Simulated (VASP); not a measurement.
# BeZn2Te3 (C2/m) in VASP: notebook

The runs below take BeZn2Te3 through relaxation of cell and atoms, with PBE.

All numbers are computed with VASP 6.6.1; they aren't measurements. Logs are shortened: lines on timing, memory, paths and dates and some standing lists are left out, and cuts for length are marked.

## 1. Starting point

It takes space group C2/m (No. 12, monoclinic). Conventional cell: a = 12.007 Å, b = 5.228 Å, c = 3.978 Å, α = 90.00°, β = 101.34°, γ = 90.00°. Around Be (site symmetry 2/m) lie 6 Te at 2.61 to 2.64 Å. Around Zn (site symmetry m) lie 5 Te at 2.49 to 2.83 Å. Te (site symmetry m) is surrounded by 3 Zn at 2.49 to 2.62 Å and 2 Be at 2.63 to 2.64 Å. Te (site symmetry 2/m) is surrounded by 2 Be at 2.61 Å and 4 Zn at 2.72 to 2.83 Å.

The cell was built by a generator and needn't be a form met in nature.

## 2. Relaxation of cell and atoms, PBE

Input file INCAR:

```
PREC = Normal
ENCUT = 520
EDIFF = 1E-4
ISMEAR = 0
SIGMA = 0.15
LREAL = F
LASPH = T
NELM = 60
ALGO = Fast
ISIF = 3
LWAVE = F
LCHARG = F
GGA = PE
IBRION = 2
NSW = 24
EDIFFG = -0.08
```

Input file KPOINTS:

```
regular mesh
0
Gamma
  3 3 4
```

Input file POSCAR:

```
BeZn2Te3
1.0
    6.0036751700     -2.6141139900      0.0000000000
    6.0036751700      2.6141139900      0.0000000000
   -0.7821852600      0.0000000000      3.9006199500
Be Zn Te
1 2 3
Direct
    0.0000000000      0.0000000000      0.0000000000
    0.3357770700      0.3357770700      0.4213784600
    0.6642229300      0.6642229300      0.5786215400
    0.1466539100      0.1466539100      0.5891583600
    0.5000000000      0.5000000000      0.0000000000
    0.8533460900      0.8533460900      0.4108416400
```

Potentials or basis: VASP PAW PBE potentials, release 64 (Be, Zn, Te).

On the command line:

```sh
$ cat potpaw_PBE.64/Be/POTCAR potpaw_PBE.64/Zn/POTCAR potpaw_PBE.64/Te/POTCAR > POTCAR
$ mpirun -np 1 vasp_std > vasp.out
```

OUTCAR:

```text
PREC = Normal
   ENCUT = 520
   EDIFF = 1E-4
   ISMEAR = 0
   LREAL = F
   LASPH = T
   NELM = 60
   ISIF = 3
   GGA = PE
   IBRION = 2
   NSW = 24
   EDIFFG = -0.08

 ion  position               nearest neighbor table
   1  0.000  0.000  0.000-   5 2.61   5 2.61   4 2.63   6 2.63   4 2.64   6 2.64
   2  0.336  0.336  0.421-   4 2.49   6 2.62   6 2.62   5 2.72   5 2.83
   3  0.664  0.664  0.579-   6 2.49   4 2.62   4 2.62   5 2.72   5 2.83
   4  0.147  0.147  0.589-   2 2.49   3 2.62   3 2.62   1 2.63   1 2.64   6 3.45
   5  0.500  0.500  0.000-   1 2.61   1 2.61   3 2.72   2 2.72   3 2.83   2 2.83
   6  0.853  0.853  0.411-   3 2.49   2 2.62   2 2.62   1 2.63   1 2.64   4 3.45

  LATTYP: Found a base centered monoclinic cell.
 ALAT       =    12.0073503400
 B/A-ratio  =     0.4354189586
 C/A-ratio  =     0.3313197414
 COS(beta)  =    -0.1966143136

  Lattice vectors:

 A1 = (   6.0036751700,  -2.6141139900,   0.0000000000)
 A2 = (   6.0036751700,   2.6141139900,   0.0000000000)
 A3 = (  -0.7821852600,   0.0000000000,   3.9006199500)

Analysis of symmetry for initial positions (statically):
=====================================================================
 Subroutine PRICEL returns:
 Original cell was already a primitive cell.

 Routine SETGRP: Setting up the symmetry group for a
 base centered monoclinic supercell.

 Subroutine GETGRP returns: Found  4 space group operations
 (whereof  4 operations were pure point group operations)
 out of a pool of  4 trial point group operations.

The static configuration has the point symmetry C_2h.

Analysis of symmetry for dynamics (positions and initial velocities):
=====================================================================
 Subroutine PRICEL returns:
 Original cell was already a primitive cell.

 Routine SETGRP: Setting up the symmetry group for a
 base centered monoclinic supercell.

 Subroutine GETGRP returns: Found  4 space group operations
 (whereof  4 operations were pure point group operations)
 out of a pool of  4 trial point group operations.

The dynamic configuration has the point symmetry C_2h.

 Subroutine INISYM returns: Found  4 space group operations
 (whereof  4 operations are pure point group operations),
 and found     1 'primitive' translations

----------------------------------------------------------------------------------------

                                     Primitive cell

  volume of cell :     122.4349

  direct lattice vectors                    reciprocal lattice vectors
     6.003675170 -2.614113990  0.000000000     0.083282321 -0.191269394  0.016700474
     6.003675170  2.614113990  0.000000000     0.083282321  0.191269394  0.016700474
    -0.782185260  0.000000000  3.900619950     0.000000000  0.000000000  0.256369504

  length of vectors
     6.548107169  6.548107169  3.978272210     0.209281705  0.209281705  0.256369504

  position of ions in fractional coordinates (direct lattice)
     0.000000000  0.000000000  0.000000000
     0.335777070  0.335777070  0.421378460
     0.664222930  0.664222930  0.578621540
     0.146653910  0.146653910  0.589158360
     0.500000000  0.500000000  0.000000000
     0.853346090  0.853346090  0.410841640

  ion indices of the primitive-cell ions
   primitive index   ion index
                 1           1
                 2           2
                 3           3
                 4           4
                 5           5
                 6           6

----------------------------------------------------------------------------------------

 KPOINTS: regular mesh

Automatic generation of k-mesh.
 Grid dimensions read from file:
 generate k-points for:    3    3    4

 Generating k-lattice:

  Cartesian coordinates                     Fractional coordinates (reciprocal lattice)
     0.027760774 -0.063756465  0.005566825     0.333333333  0.000000000 -0.000000000
     0.027760774  0.063756465  0.005566825     0.000000000  0.333333333 -0.000000000
     0.000000000  0.000000000  0.064092376     0.000000000  0.000000000  0.250000000

  Length of vectors
     0.069760568  0.069760568  0.064092376

  Shift w.r.t. Gamma in fractional coordinates (k-lattice)
     0.000000000  0.000000000  0.000000000

 Subroutine IBZKPT returns following result:
 ===========================================

 Found     14 irreducible k-points:

 Following reciprocal coordinates:
            Coordinates               Weight
  0.000000  0.000000  0.000000      1.000000
  0.333333  0.000000  0.000000      4.000000
  0.333333  0.333333  0.000000      2.000000
 -0.333333  0.333333  0.000000      2.000000
  0.000000  0.000000  0.250000      2.000000
  0.333333  0.000000  0.250000      4.000000
 -0.333333  0.000000  0.250000      4.000000
  0.333333  0.333333  0.250000      2.000000
 -0.333333  0.333333  0.250000      4.000000
 -0.333333 -0.333333  0.250000      2.000000
  0.000000  0.000000  0.500000      1.000000
  0.333333  0.000000  0.500000      4.000000
  0.333333  0.333333  0.500000      2.000000
 -0.333333  0.333333  0.500000      2.000000
   k-points           NKPTS =     14   k-points in BZ     NKDIM =     14   number of bands    NBANDS=     26
   number of dos      NEDOS =    301   number of ions     NIONS =      6
   total plane-waves  NPLWV =  38400
   dimension x,y,z NGX =    40 NGY =   40 NGZ =   24
   dimension x,y,z NGXF=    80 NGYF=   80 NGZF=   48
   ions per type =               1   2   3
   NGX,Y,Z   is equivalent  to a cutoff of  10.16, 10.16, 10.03 a.u.
   NGXF,Y,Z  is equivalent  to a cutoff of  20.31, 20.31, 20.06 a.u.
 SYSTEM =  unknown system
   PREC   = normal    normal or accurate (medium, high low for compatibility)
   ISTART =      0    job   : 0-new  1-cont  2-samecut
   ICHARG =      2    charge: 1-file 2-atom 10-const
   ISPIN  =      1    spin polarized calculation?
   LNONCOLLINEAR =      F non collinear calculations
   LSORBIT =      F    spin-orbit coupling
   LASPH  =      T    aspherical Exc in radial PAW
   ENCUT  =  520.0 eV  38.22 Ry    6.18 a.u.  12.18 12.18  7.40*2*pi/ulx,y,z
   NELM   =     60;   NELMIN=  2; NELMDL= -5     # of ELM steps
   EDIFF  = 0.1E-03   stopping-criterion for ELM
   LREAL  =      F    real-space projection
   EDIFFG = -.8E-01   stopping-criterion for IOM
   NSW    =     24    number of steps for IOM
   IBRION =      2    ionic relax: 0-MD 1-quasi-New 2-CG
   NFREE  =      1    steps in history (QN), initial steepest desc. (CG)
   ISIF   =      3    stress and relaxation
   ISYM   =      2    0-nonsym 1-usesym 2-fastsym
   POTIM  = 0.5000    time-step for ionic-motion
   TEBEG  =    0.0;   TEEND  =   0.0 temperature during run
   PSTRESS=    0.0 pullay stress
   NELECT =      44.0000    total number of electrons
   NUPDOWN=      -1.0000    fix difference up-down
   EMIN   =  10.00;   EMAX   =-10.00  energy-range for DOS
   EFERMI =   0.00;   METHOD = LEGACY
   ISMEAR =     0;   SIGMA  =   0.15  broadening in eV -4-tet -1-fermi 0-gaus
   EFERMI_NEDOS =   21; number of points for ismear=-14 and -15
   IALGO  =     68    algorithm
   IMIX   =      4    mixing-type and parameters
     AMIX     =   0.40;   BMIX     =  1.00
     AMIX_MAG =   1.60;   BMIX_MAG =  1.00
  volume/ion in A,a.u.               =      20.41       137.71
  Fermi-wavevector in a.u.,A,eV,Ry     =   1.163922  2.199494 18.432014  1.354715
  Thomas-Fermi vector in A             =   2.300466
   LORBIT       =      0    0 simple, 1 ext, 2 COOP (PROOUT), +10 PAW based schemes
   GGA     = PE    functional components
   LHFCALC =     F    Hartree Fock is set to
   AEXX    =    0.0000 exact exchange contribution
   IVDW    =     0    specifies the selected vdW correction
   LEPSILON=     F    determine dielectric tensor
   LRPA    =     F    only Hartree local field effects (RPA)
 conjugate gradient relaxation of ions
 non-spin polarized calculation
 RMM-DIIS sequential band-by-band and
 Gauss-broadening in eV      SIGMA  =   0.15
  energy-cutoff  :      520.00
  volume of cell :      122.43
 maximum number of plane-waves:      3316
   NGX = 25   NGY = 25   NGZ = 15

--------------------------------------- Ionic step        1  -------------------------------------------

 number of electron      43.9999997 magnetization

 Free energy of the ion-electron system (eV)
  ---------------------------------------------------
  ext. energy  EPLUGINS =         0.00000000
  ---------------------------------------------------
  free energy    TOTEN  =       -14.74240897 eV

  energy without entropy =      -14.71528397  energy(sigma->0) =      -14.72884647

 E-fermi :   6.7221     XC(G=0): -10.3678

 val. band max:        6.5453511606   @ k =  -0.3333   0.3333   0.2500
 cond. band min:       6.7346911362   @ k =   0.3333   0.3333   0.2500
 fundamental gap:      0.1893399756
 Fermi energy:         6.7221323078

 k-point     1 :       0.0000    0.0000    0.0000
  band No.  band energies     occupation
      1      -6.8933      2.00000
      2      -4.6715      2.00000
      3      -4.2245      2.00000
      4      -0.8701      2.00000
      5      -0.8667      2.00000
      6      -0.8264      2.00000
[... 508 lines left out ...]
  FREE ENERGIE OF THE ION-ELECTRON SYSTEM (eV)
  ---------------------------------------------------
  free  energy   TOTEN  =       -15.6089238061 eV

  energy  without entropy=      -15.5750483056  energy(sigma->0) =      -15.59198606

 E-fermi :   4.8942     XC(G=0):  -9.6724

 val. band max:        4.8830839672   @ k =   0.3333   0.0000   0.2500
 cond. band min:       4.9647212752   @ k =   0.3333   0.3333   0.0000
 fundamental gap:      0.0816373079
 Fermi energy:         4.8941718594

 k-point     1 :       0.0000    0.0000    0.0000
  band No.  band energies     occupation
      1      -7.4731      2.00000
      2      -5.8701      2.00000
      3      -5.6232      2.00000
      4      -2.1389      2.00000
      5      -2.1072      2.00000
      6      -2.0737      2.00000
[... 395 lines left out ...]
     25       7.1911      0.00000
     26       8.5281      0.00000

[... ionic steps 4 to 18 ...]

--------------------------------------- Ionic step       19  -------------------------------------------

 number of electron      44.0000032 magnetization

------------------------ aborting loop because EDIFF is reached ----------------------------------------

  FORCE on cell =-STRESS in cart. coord.  units (eV):
  Direction    XX          YY          ZZ          XY          YZ          ZX
  --------------------------------------------------------------------------------------
  -------------------------------------------------------------------------------------
  Total       -0.3217749      0.0728178      0.0526139      0.0000000      0.0000000      0.0156708
  in kB       -3.6283381      0.8210948      0.5932752      0.0000000      0.0000000      0.1767045
  external PRESSURE =      -0.7379894 kB  Pullay stress =       0.0000000 kB
[... 65 lines left out ...]
  energy  without entropy=      -15.6965730553  energy(sigma->0) =      -15.70607805

--------------------------------------- Ionic step       21  -------------------------------------------

 number of electron      44.0000035 magnetization

 Free energy of the ion-electron system (eV)
  ---------------------------------------------------
  ext. energy  EPLUGINS =         0.00000000
  ---------------------------------------------------
  free energy    TOTEN  =       -15.71678925 eV

  energy without entropy =      -15.69798887  energy(sigma->0) =      -15.70738906

 E-fermi :   5.1307     XC(G=0):  -9.7219

 val. band max:        5.0459138070   @ k =  -0.3333   0.3333   0.0000
 cond. band min:       5.1702492147   @ k =   0.3333   0.0000   0.2500
 fundamental gap:      0.1243354077
 Fermi energy:         5.1307036109

 k-point     1 :       0.0000    0.0000    0.0000
  band No.  band energies     occupation
      1      -7.4233      2.00000
      2      -5.6566      2.00000
      3      -5.4707      2.00000
      4      -2.0544      2.00000
      5      -2.0211      2.00000
      6      -1.9807      2.00000
[... 428 lines left out ...]
  FREE ENERGIE OF THE ION-ELECTRON SYSTEM (eV)
  ---------------------------------------------------
  free  energy   TOTEN  =       -15.7167892471 eV

  energy  without entropy=      -15.6979888691  energy(sigma->0) =      -15.70738906

 reached required accuracy - stopping structural energy minimisation
```

Run time: 5.1 min. Hardware: 1 thread of Intel Xeon Platinum 8488C (Sapphire Rapids), shared host; peak memory 0.22 GiB.

What came out:

```
Free energy                            : -15.7168 eV
Relaxed volume                         : 23.64 Å³/atom
Relaxed cell                           : a = 6.916 Å, b = 6.916 Å, c = 4.105 Å, α = 104.94°, β = 104.94°, γ = 48.86°
Space group after relaxing (to 0.05 Å) : C2/m (No. 12)
Energy gained by relaxing              : 162.4 meV/atom
Ionic steps                            : 21
Pressure after relaxing                : 0.3 GPa
Largest force after relaxing           : 0.078 eV/Å
Band gap on the k mesh                 : none (metal or under the smearing width)
```

Forces on the atoms (eV/Å):
```
Be   0.000  0.000  0.000
Zn   0.042  0.000  0.065
Zn  -0.042  0.000 -0.065
Te   0.009  0.000 -0.017
Te   0.000  0.000  0.000
Te  -0.009  0.000  0.017
```

The path:
| step | energy change (eV) | largest force (eV/Å) | pressure (GPa) | volume (Å³) |
| --- | --- | --- | --- | --- |
| 1 | 0.0000 | 1.1383 | 12.58 | 122.43 |
| 2 | -0.7446 | 0.3082 | -3.42 | 152.86 |
| 3 | -0.8665 | 0.2226 | -0.55 | 142.63 |
| 4 | -0.8659 | 0.2408 | 0.21 | 142.20 |
| 5 | -0.8794 | 0.1696 | -0.37 | 141.51 |
| 6 | -0.8924 | 0.2027 | 0.27 | 139.40 |
| 7 | -0.9046 | 0.1632 | 0.87 | 140.21 |
| 8 | -0.9175 | 0.1147 | -0.19 | 141.66 |
| 9 | -0.9196 | 0.1112 | -0.15 | 142.32 |
| 10 | -0.9165 | 0.1362 | -1.04 | 143.65 |
| 11 | -0.9196 | 0.1192 | -1.09 | 142.77 |
| 12 | -0.9197 | 0.1159 | -0.35 | 142.54 |
| 13 | -0.9288 | 0.1031 | -0.69 | 142.24 |
| 14 | -0.9516 | 0.0767 | -0.72 | 141.32 |
| 15 | -0.9596 | 0.1474 | 0.90 | 139.41 |
| 16 | -0.9643 | 0.0893 | 0.53 | 140.21 |
| 17 | -0.9704 | 0.1190 | -0.06 | 142.15 |
| 18 | -0.9705 | 0.1110 | 0.08 | 141.97 |
| 19 | -0.9705 | 0.1170 | -0.07 | 142.09 |
| 20 | -0.9732 | 0.0879 | 0.18 | 141.96 |
| 21 | -0.9744 | 0.0777 | 0.28 | 141.84 |

Final structure:
```xyz
6
Lattice="6.2909 -2.8606 -0.2795 6.2909 2.8606 -0.2795 -0.9866 0.0000 3.9847" Properties=species:S:1:pos:R:3 pbc="T T T"
Be    0.0000    0.0000    0.0000
Zn    3.9283    0.0000    1.2814
Zn    7.6669    0.0000    2.1443
Te    1.3046    0.0000    2.1240
Te    6.2909    0.0000   -0.2795
Te   10.2905    0.0000    1.3017
```

Levels at points of the mesh, in eV from the Fermi level:
| k point | band 18 | band 19 | band 20 | band 21 | band 22 | band 23 | band 24 | band 25 | band 26 |
| --- | --- | --- | --- | --- | --- | --- | --- | --- | --- |
| (0.00, 0.00, 0.00) | -2.36 | -1.15 | -0.71 | -0.24 | -0.14 | 0.65 | 1.28 | 1.45 | 4.44 |
| (0.00, 0.00, 0.50) | -3.15 | -2.55 | -2.37 | -2.36 | -2.01 | -0.12 | 1.37 | 2.16 | 3.48 |

Caveat: the k mesh is coarse (spacing up to 0.44 Å⁻¹), so the values aren't converged; the volume moved by over 15 % at a fixed basis, so the end points are rough; the relaxation stopped at a loose force limit of 0.08 eV/Å, so its end isn't a converged minimum.

## 3. Relaxation of cell and atoms, PBE

This run uses another cell than the first one, of 25.65 Å³/atom, 1.257 times its volume.

INCAR is that of step 2.

Input file KPOINTS:

```
regular mesh
0
Gamma
  5 5 5
```

Input file POSCAR:

```
BeZn2Te3
1.0
   -2.0850000000      2.0850000000      8.8500000000
    2.0850000000     -2.0850000000      8.8500000000
    2.0850000000      2.0850000000     -8.8500000000
Be Zn Te
1 2 3
Direct
    0.0000000000      0.0000000000      0.0000000000
    0.6666700000      0.6666700000      0.0000000000
    0.3333300000      0.3333300000      0.0000000000
    0.2500000000      0.7500000000      0.5000000000
    0.5833300000      0.0833300000      0.5000000000
    0.9166700000      0.4166700000      0.5000000000
```

Potentials or basis: VASP PAW PBE potentials, release 64 (Be, Zn, Te).

On the command line:

```sh
$ cat potpaw_PBE.64/Be/POTCAR potpaw_PBE.64/Zn/POTCAR potpaw_PBE.64/Te/POTCAR > POTCAR
$ mpirun -np 1 vasp_std > vasp.out
```

Run time: 15 min. Hardware: 1 thread of Intel Xeon Platinum 8488C (Sapphire Rapids), shared host; peak memory 0.46 GiB.

It converged, with:

| Property | Result |
| --- | --- |
| Free energy | -17.8518 eV |
| Relaxed volume | 27.43 Å³/atom |
| Relaxed cell | a = 9.568 Å, b = 9.568 Å, c = 9.568 Å, α = 154.30°, β = 154.30°, γ = 36.67° |
| Space group after relaxing (to 0.05 Å) | I-4m2 (No. 119) |
| Energy gained by relaxing | 56.6 meV/atom |
| Ionic steps | 12 |
| Pressure after relaxing | -0.3 GPa |
| Largest force after relaxing | 0.060 eV/Å |
| Band gap on the k mesh | 1.63 eV, direct |

Forces in eV/Å, atoms in the order of the input:
```
Be   0.000  0.000  0.000
Zn   0.000  0.000  0.060
Zn   0.000  0.000 -0.060
Te   0.000  0.000  0.000
Te   0.000  0.000  0.013
Te   0.000  0.000 -0.013
```

The path:
| step | energy change (eV) | largest force (eV/Å) | pressure (GPa) | volume (Å³) |
| --- | --- | --- | --- | --- |
| 1 | 0.0000 | 1.4100 | 3.75 | 153.89 |
| 2 | -0.2444 | 0.5839 | -1.13 | 167.65 |
| 3 | -0.2443 | 0.6127 | -0.86 | 167.06 |
| 4 | -0.2939 | 0.3745 | -0.23 | 165.05 |
| 5 | -0.3215 | 0.2981 | 0.29 | 162.93 |
| 6 | -0.3247 | 0.3173 | 0.13 | 162.04 |
| 7 | -0.3238 | 0.3339 | 0.36 | 161.40 |
| 8 | -0.3246 | 0.3414 | 0.21 | 161.74 |
| 9 | -0.3378 | 0.1457 | 0.65 | 162.28 |
| 10 | -0.3416 | 0.0576 | 0.47 | 162.90 |
| 11 | -0.3324 | 0.1040 | -0.33 | 166.23 |
| 12 | -0.3395 | 0.0601 | -0.32 | 164.56 |

Final structure:
```yaml
crystal:
  lattice:
    - [-2.12827, 2.12827, 9.08245]
    - [2.12827, -2.12827, 9.08245]
    - [2.12827, 2.12827, -9.08245]
  atoms:
    - { symbol: Be, position: [0.00000, 0.00000, 0.00000] }
    - { symbol: Zn, position: [0.66164, 0.66164, 0.00000] }
    - { symbol: Zn, position: [0.33836, 0.33836, 0.00000] }
    - { symbol: Te, position: [0.25000, 0.75000, 0.50000] }
    - { symbol: Te, position: [0.57342, 0.07342, 0.50000] }
    - { symbol: Te, position: [0.92658, 0.42658, 0.50000] }
```

Levels at points of the mesh, in eV from the valence-band top:
| k point | band 20 | band 21 | band 22 | band 23 | band 24 | band 25 |
| --- | --- | --- | --- | --- | --- | --- |
| (0.00, 0.00, 0.00) | -0.15 | 0.00 | 0.00 | 1.63 | 2.11 | 2.52 |

Caveat: the k mesh is coarse (spacing up to 0.43 Å⁻¹), so the values aren't converged; spin-orbit coupling is left out, which moves the levels of the heavy elements; an odd mesh through Γ misses points on the zone boundary, where band edges often lie; the relaxation stopped at a loose force limit of 0.08 eV/Å, so its end isn't a converged minimum.
